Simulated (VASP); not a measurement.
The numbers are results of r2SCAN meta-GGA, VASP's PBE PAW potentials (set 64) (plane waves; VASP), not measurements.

A VASP calculation is set up with these files.

POSCAR:
```
Ti
1
    2.9338144754     0.0000000000     0.0000000000
   -1.4669072377     2.5407581065    -0.0000000000
    0.0000000000     0.0000000000     4.6351395960
Ti
2
Direct
  0.3333330000   0.6666670000   0.2500000000
  0.6666670000   0.3333330000   0.7500000000
```

File KPOINTS:
```
Automatic mesh
0
G
 13 13 7
```

INCAR:
```
SYSTEM = Ti
PREC = Accurate
ENCUT = 400
EDIFF = 1E-8
NELM = 100
ALGO = Normal
LREAL = .FALSE.
LASPH = .TRUE.
ISMEAR = 1
SIGMA = 0.1
METAGGA = R2SCAN
LMIXTAU = .TRUE.
LMAXMIX = 4
LWAVE = .FALSE.
LCHARG = .FALSE.
IBRION = 1
ISIF = 2
NSW = 30
EDIFFG = -0.001
```

POTCAR, in this order: Ti_sv (PBE.64 set). Program: vasp_std.

The run wrote:

**OSZICAR**
```
       N       E                     dE             d eps       ncg     rms          rms(c)
DAV:   1     0.225512958025E+03    0.22551E+03   -0.12255E+04  2688   0.165E+03
DAV:   2    -0.419278902684E+01   -0.22971E+03   -0.22843E+03  2816   0.475E+02
DAV:   3    -0.332889678153E+02   -0.29096E+02   -0.28895E+02  5288   0.136E+02
DAV:   4    -0.345158834061E+02   -0.12269E+01   -0.12265E+01  2792   0.295E+01
DAV:   5    -0.345798830375E+02   -0.64000E-01   -0.63998E-01  4392   0.483E+00    0.145E+01
DAV:   6    -0.270821098043E+02    0.74978E+01   -0.20954E+01  3360   0.608E+01    0.196E+00
DAV:   7    -0.246107478033E+02    0.24714E+01   -0.30043E+00  4384   0.141E+01    0.242E+00
DAV:   8    -0.254533584233E+02   -0.84261E+00   -0.62408E-01  3576   0.512E+00    0.189E+00
DAV:   9    -0.259435829747E+02   -0.49022E+00   -0.68254E-01  2688   0.107E+01    0.179E+00
DAV:  10    -0.258838296046E+02    0.59753E-01   -0.23031E-01  3128   0.547E+00    0.390E-01
DAV:  11    -0.258889421137E+02   -0.51125E-02   -0.12809E-02  3792   0.942E-01    0.274E-01
DAV:  12    -0.258765295992E+02    0.12413E-01   -0.15837E-02  3320   0.110E+00    0.932E-02
DAV:  13    -0.258825411733E+02   -0.60116E-02   -0.24490E-03  2928   0.514E-01    0.514E-02
DAV:  14    -0.258827040105E+02   -0.16284E-03   -0.43018E-04  3520   0.178E-01    0.196E-02
DAV:  15    -0.258832634167E+02   -0.55941E-03   -0.18053E-04  2872   0.139E-01    0.120E-02
DAV:  16    -0.258831183888E+02    0.14503E-03   -0.32225E-05  2992   0.589E-02    0.628E-03
DAV:  17    -0.258831476908E+02   -0.29302E-04   -0.63147E-06  3512   0.277E-02    0.193E-03
DAV:  18    -0.258831357977E+02    0.11893E-04   -0.69008E-07  3232   0.775E-03    0.113E-03
DAV:  19    -0.258831317565E+02    0.40412E-05   -0.19820E-07  3128   0.500E-03    0.100E-03
DAV:  20    -0.258831297377E+02    0.20188E-05   -0.39010E-08  3160   0.149E-03    0.689E-04
DAV:  21    -0.258831247904E+02    0.49473E-05   -0.13764E-08  1856   0.114E-03    0.622E-04
DAV:  22    -0.258831254721E+02   -0.68170E-06   -0.56587E-08  2664   0.240E-03    0.174E-04
DAV:  23    -0.258831230586E+02    0.24135E-05   -0.54336E-09  1496   0.976E-04    0.183E-04
DAV:  24    -0.258831234160E+02   -0.35741E-06   -0.11955E-09  1520   0.458E-04    0.111E-04
DAV:  25    -0.258831232839E+02    0.13213E-06   -0.51758E-10  1440   0.276E-04    0.736E-05
DAV:  26    -0.258831233337E+02   -0.49855E-07   -0.61904E-10  1472   0.324E-04    0.308E-05
DAV:  27    -0.258831234680E+02   -0.13422E-06   -0.18667E-10  1456   0.146E-04    0.241E-05
DAV:  28    -0.258831234062E+02    0.61796E-07   -0.11117E-10  1408   0.118E-04    0.185E-05
DAV:  29    -0.258831234561E+02   -0.49902E-07   -0.58610E-11  1464   0.740E-05    0.186E-05
DAV:  30    -0.258831234567E+02   -0.59345E-09   -0.19845E-11  1392   0.461E-05
   1 F= -.25883123E+02 E0= -.25883042E+02  d E =-.258831E+02
```

### OUTCAR
```
------------------------ aborting loop because EDIFF is reached ----------------------------------------
  FORCE on cell =-STRESS in cart. coord.  units (eV):
  Direction    XX          YY          ZZ          XY          YZ          ZX
  --------------------------------------------------------------------------------------
  Total        0.0124309      0.0124309     -0.0159363      0.0000000     -0.0000000      0.0000000
  in kB        0.5764405      0.5764406     -0.7389925      0.0000000     -0.0000000      0.0000000
  external PRESSURE =       0.1379629 kB  Pullay stress =       0.0000000 kB
  volume of cell :       34.55
      direct lattice vectors                 reciprocal lattice vectors
     2.933814475  0.000000000  0.000000000     0.340853182  0.196791658  0.000000000
    -1.466907238  2.540758106  0.000000000     0.000000000  0.393583316  0.000000000
     0.000000000  0.000000000  4.635139596     0.000000000  0.000000000  0.215743233
 POSITION                                       TOTAL-FORCE (eV/Angst)
 -----------------------------------------------------------------------------------
     -0.00000      1.69384      1.15878         0.000000      0.000000      0.000000
      1.46691      0.84692      3.47635        -0.000000     -0.000000      0.000000
 -----------------------------------------------------------------------------------
    total drift:                                0.000494     -0.000285      0.000638
  FREE ENERGIE OF THE ION-ELECTRON SYSTEM (eV)
  ---------------------------------------------------
  free  energy   TOTEN  =       -25.8831234567 eV

  energy  without entropy=      -25.8828788627  energy(sigma->0) =      -25.88304193

 reached required accuracy - stopping structural energy minimisation
```
(Selected blocks of OUTCAR.)

The structure comes from a computed database's Ti entry (P6_3/mmc); how it stands against other phases isn't given here. It was relaxed first. The start is the result of an earlier pass.
